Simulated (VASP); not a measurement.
The system is Pd.

```
Pd
1.0
     0.00000    1.94650    1.94650
     1.94650    0.00000    1.94650
     1.94650    1.94650    0.00000
Pd
1
Direct
  0.00000 0.00000 0.00000
```

```yaml
Program: VASP 6.6.1
Task: relaxation of cell and atoms
Functional: PBE
Potentials_or_basis: VASP PAW PBE potentials, release 64 (Pd)
Cutoff: 600 eV
k_mesh: 18 × 18 × 18
Occupations: gaussian, width 0.1 eV
Spin: no spin polarisation
```

At the start: pressure 6.7 GPa; volume 14.75 Å³/atom.

Problem. Where does the relaxation end?

Solution. Over 15 steps the energy falls by 10.6 meV/atom and the volume is 15.28 Å³/atom (+3.6 %); space group Fm-3m (No. 225, to 0.05 Å).

The path:
| step | energy change (eV) | largest force (eV/Å) | pressure (GPa) | volume (Å³) |
| --- | --- | --- | --- | --- |
| 1 | 0.0000 | 0.0000 | 6.65 | 14.75 |
| 2 | 0.0098 | 0.0000 | -7.60 | 16.10 |
| 3 | -0.0106 | 0.0000 | -0.05 | 15.29 |
| 4 | -0.0106 | 0.0000 | 0.05 | 15.28 |
| 5 | -0.0106 | 0.0000 | 0.05 | 15.28 |
| 6 | -0.0106 | 0.0000 | 0.05 | 15.28 |
| 7 | -0.0106 | 0.0000 | 0.05 | 15.28 |
| 8 | -0.0106 | 0.0000 | 0.05 | 15.28 |
| 9 | -0.0106 | 0.0000 | 0.05 | 15.28 |
| 10 | -0.0106 | 0.0000 | 0.05 | 15.28 |
| 11 | -0.0106 | 0.0000 | 0.05 | 15.28 |
| 12 | -0.0106 | 0.0000 | 0.05 | 15.28 |
| 13 | -0.0106 | 0.0000 | 0.05 | 15.28 |
| 14 | -0.0106 | 0.0000 | 0.05 | 15.28 |
| 15 | -0.0106 | 0.0000 | 0.04 | 15.28 |

Final structure:
```
Pd
1.0
     0.00000    1.96957    1.96957
     1.96957    0.00000    1.96957
     1.96957    1.96957    0.00000
Pd
1
Direct
  0.00000 0.00000 0.00000
```
